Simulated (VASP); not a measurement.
An input for Ansatz (written as the equivalent of a VASP run, and not itself run):

Ansatz 0.2 input:
```yaml
crystal:
  lattice:
    - [1.2285164, -2.1278523, 0.0000000]
    - [1.2285164, 2.1278523, 0.0000000]
    - [0.0000000, 0.0000000, 6.6425007]
  atoms:
    - { symbol: C, position: [1.0000000, 1.0000000, 0.2500000] }
    - { symbol: C, position: [0.0000000, 0.0000000, 0.7500000] }
    - { symbol: C, position: [0.3333330, 0.6666670, 0.2500000] }
    - { symbol: C, position: [0.6666670, 0.3333330, 0.7500000] }
kpoints:
  mp_grid: { grid: [9, 9, 3] }
hamiltonian:
  xc: r2scan
  dispersion: rvv10
  pseudopotentials: { kind: paw }
scf:
  occupations: { method: gaussian, width: 0.05 }
  max_iter: 100
relax:
  max_steps: 60
  f_tol: 0.02
  cell: {}
output: { forces: true, stress: true, eigenvalues: true }
```

Problem. Translate this input to VASP (INCAR, KPOINTS, POSCAR, choice of POTCAR).

Solution. Several could match; the one computed here: 
**INCAR**
```
ALGO  =  Normal
BPARAM  =  11.95
CPARAM  =  0.0093
EDIFF  =  1E-6
EDIFFG  =  -0.02
ENCUT  =  520
IBRION  =  2
ISIF  =  3
ISMEAR  =  0
LASPH  =  .TRUE.
LCHARG  =  .FALSE.
LMIXTAU  =  .TRUE.
LREAL  =  .FALSE.
LUSE_VDW  =  .TRUE.
LWAVE  =  .FALSE.
METAGGA  =  R2SCAN
NELM  =  100
NSW  =  60
PREC  =  Accurate
SIGMA  =  0.05
SYSTEM  =  C
```

File POSCAR:
```
C
1
    1.2285164088    -2.1278523469    -0.0000000000
    1.2285164088     2.1278523469     0.0000000000
    0.0000000000     0.0000000000     6.6425006502
C
4
Direct
  1.0000000000   1.0000000000   0.2500000000
  0.0000000000   0.0000000000   0.7500000000
  0.3333330000   0.6666670000   0.2500000000
  0.6666670000   0.3333330000   0.7500000000
```

File KPOINTS:
```
Automatic mesh
0
Gamma
9 9 3
0 0 0
```

POTCAR, in this order: C (PBE.64 set). Program: vasp_std.

The two are equivalent in intent, not identical: each code has its own PAW files, so the cut-off isn't converted (ENCUT is set for VASP's; basis.ecutwfc is left out, and Ansatz then takes the one that its files recommend); Ansatz stops its SCF on the density residual and VASP on the energy change (EDIFF).

The compound is C in the graphite structure. This run relaxes it. Symmetry was kept, so distortions that lower it aren't found. The k-mesh is coarse (spacing up to 0.33 per Å, 2π included), so the numbers may not be converged in it. The start is the result of an earlier pass.
